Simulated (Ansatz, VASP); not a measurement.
MgBeS3: VASP beside Ansatz

```
Mg Be S
1.0
     3.73801    0.00000    0.00000
    -1.86900    3.23721    0.00000
     0.00000    0.00000   15.04338
Mg Be S
2 2 6
Direct
  0.33333 0.66667 0.84057
  0.66667 0.33333 0.15943
  0.33333 0.66667 0.37854
  0.66667 0.33333 0.62146
  0.00000 0.00000 0.06872
  0.00000 0.00000 0.93128
  0.33333 0.66667 0.24835
  0.66667 0.33333 0.75165
  0.00000 0.00000 0.42431
  0.00000 0.00000 0.57569
```

Alike in both runs: functional PBE; k mesh 5 × 5 × 1; occupations gaussian, width 0.2 eV; no spin polarisation.

Ansatz relaxed the structure, and its values are those at the end. VASP's run is a single point on that final structure, the one shown.

|  | VASP | Ansatz |
| --- | --- | --- |
| version | VASP 6.6.1 | Ansatz 0.2.0 |
| potentials or method | VASP PAW PBE potentials, release 64 (Mg, Be, S) | scalar-relativistic, plane waves, PAW |
| plane-wave cutoff (eV) | 520 | 420 |
| valence electrons in the cell | 44 | 60 |

Ansatz gave:

| Quantity | Value |
| --- | --- |
| gap on the k mesh at the Fermi level (eV) | 0.10 |
| least direct gap on the mesh (eV) | 0.10 |
| pressure (GPa) | 0.0 |
| rms of the force components (eV/Å) | 0.015 |

**Question.** Estimate VASP's values.

**Answer.** gap on the k mesh at the Fermi level (eV): 0.10; least direct gap on the mesh (eV): 0.10; pressure (GPa): -0.2; rms of the force components (eV/Å): 0.031.

With one functional, cell and mesh, what is left measures potentials, basis and numerics. The two sets of potentials don't hold the same shells in valence.

Caveats: an odd mesh through Γ misses points on the zone boundary, where band edges often lie.
